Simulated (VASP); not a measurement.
Level of theory: PBEsol GGA, VASP's PBE PAW potentials (set 64) (plane waves; VASP).

A VASP calculation is set up with these files.

**KPOINTS**
```
Automatic mesh
0
Gamma
6 6 6
0 0 0
```

**POSCAR**
```
InGaP2
1
    2.0029771301     1.1564197598     6.5482063990
   -2.0029771301     1.1564197598     6.5482063990
   -0.0000000000    -2.3128385446     6.5482064013
In Ga P
1 1 2
Direct
  0.5004435618   0.5004435618   0.5004435618
  0.0001052871   0.0001052871   0.0001052871
  0.1195187157   0.1195187157   0.1195187157
  0.6299164354   0.6299164354   0.6299164354
```

**INCAR**
```
# general
SYSTEM =InGaP2
PREC   =Accurate
ENCUT  =400   # plane-wave cut-off (eV)
LREAL  =F   # projection in real space or not
LASPH  =T   # aspherical one-centre terms

# electronic loop
EDIFF  =1E-6   # SCF stop (eV)
NELM   =100   # most electronic steps
ALGO   =Normal
LMAXMIX=4   # l cut-off of mixed one-centre charges

# smearing
ISMEAR =0
SIGMA  =0.05   # width (eV)

# functional
GGA    =PS

# ions
IBRION =2   # conjugate gradients
NSW    =60   # most ionic steps
ISIF   =3   # ions, shape and volume
EDIFFG =-0.02   # ionic stop

# output
LWAVE  =F
LCHARG =F
```

POTCAR, in this order: In_d Ga_d P (PBE.64 set). Program: vasp_std.

Unless said otherwise, spin-orbit coupling is left out, though it shifts the bands of the heavy elements here.

Task: Predict the energy per atom (σ→0), volume per atom, band gap (on the k-mesh).

Result: 
```json
{
 "energy per atom (σ→0)": "-456.3 kJ/mol of atoms",
 "band gap (on the k-mesh)": "0.67 eV",
 "volume_per_atom": "22.68 Å^3/atom"
}
```

File OSZICAR:
```
...
   3 F= -.18917354E+02 E0= -.18917354E+02  d E =-.285126E-03
       N       E                     dE             d eps       ncg     rms          rms(c)
DAV:   1    -0.189174469988E+02   -0.92284E-04   -0.22250E-02  1720   0.916E-01    0.757E-02
DAV:   2    -0.189174704785E+02   -0.23480E-04   -0.10185E-03  2170   0.324E-01    0.365E-02
DAV:   3    -0.189174493085E+02    0.21170E-04   -0.47819E-05  2132   0.754E-02    0.210E-02
DAV:   4    -0.189174413412E+02    0.79673E-05   -0.12509E-05  1982   0.466E-02    0.648E-03
DAV:   5    -0.189174408737E+02    0.46745E-06   -0.31740E-06  1416   0.163E-02
   4 F= -.18917441E+02 E0= -.18917441E+02  d E =-.869148E-04
```

The structure comes from a computed database's InGaP2 entry (R3m); how it stands against other phases isn't given here. This run relaxes it. Symmetry was kept, so distortions that lower it aren't found. The start is the result of an earlier pass.
